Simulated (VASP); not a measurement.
Here is the system:

```xyz
2
Lattice="0.0000 2.1905 2.1905 2.1905 0.0000 2.1905 2.1905 2.1905 0.0000" Properties=species:S:1:pos:R:3 pbc="T T T"
Si     0.0000     0.0000     0.0000
C      1.0952     1.0952     1.0952
```

All values below come from optB88-vdW, VASP's PBE PAW potentials (set 64) (plane waves; VASP). Numerical set-up: 520 eV cut-off, Gaussian smearing of 0.050 eV, potentials Si C.

### Question
Give the energies of bands 2 to 6 at the high-symmetry points, in eV from the valence-band maximum.

### Answer

```
band     Γ      X      U      L      W
----  ----  -----  -----  -----  -----
2     0.00  -7.70  -7.20  -8.37  -6.97
3     0.00  -3.13  -5.38  -1.05  -4.85
4     0.00  -3.13  -2.55  -1.05  -4.55
5     6.15   1.55   3.25   5.36   5.30
6     7.24   4.38   7.75   7.25   9.29
```

The gap is indirect, 1.55 eV, from the valence maximum at Γ to the conduction minimum at X.

Measured: gap 2.53 eV (computed value off by -0.98 eV), as given by Wei Chen et al., Physical Review Materials (2018), doi:10.1103/physrevmaterials.2.073803 [zero-point renormalisation of 0.11 eV added back (the table's ZPR column)].

The compound is SiC in the zinc blende structure. It was relaxed first.
